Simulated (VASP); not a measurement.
Consider the following.

```cif
data_AsIn
_chemical_formula_sum 'In1 As1'
_space_group_name_H-M_alt 'P 1'
_space_group_IT_number 1
_cell_length_a 4.35069
_cell_length_b 4.35069
_cell_length_c 4.35069
_cell_angle_alpha 60.000
_cell_angle_beta 60.000
_cell_angle_gamma 60.000
loop_
_space_group_symop_operation_xyz
  'x, y, z'
loop_
_atom_site_label
_atom_site_type_symbol
_atom_site_fract_x
_atom_site_fract_y
_atom_site_fract_z
_atom_site_occupancy
In1 In 0.00000 0.00000 0.00000 1
As1 As 0.25000 0.25000 0.25000 1
```

Computed with rev-vdW-DF2, VASP's PBE PAW potentials (set 64) (plane waves; VASP). Settings: 520 eV cut-off, 10×10×10 Γ-centred mesh, first-order Methfessel-Paxton smearing of 0.10 eV, potentials In_d As.

Give the energy at these volumes per atom, relative to the lowest: 27.36, 28.23, 29.11, 29.98, 30.85 Å³.

18.9, 4.5, 0.0, 3.8, 14.6 meV/atom. A third-order Birch-Murnaghan fit gives B0 = 50.6 GPa and B0′ = 4.8.

Measured: bulk modulus 58.6 GPa at 0 K (computed value off by -13.6 %), as given by Daniel Mejia-Rodriguez et al., Physical Review B (2018), arXiv:1807.09216 [0 K value with the zero-point phonon effect removed]; a 6.047 Å at 0 K (computed value off by +1.8 %), as given by Daniel Mejia-Rodriguez et al., Physical Review B (2018), arXiv:1807.09216 [static lattice: zero-point anharmonic expansion removed].

The compound is InAs in the zinc blende structure. It was relaxed first.
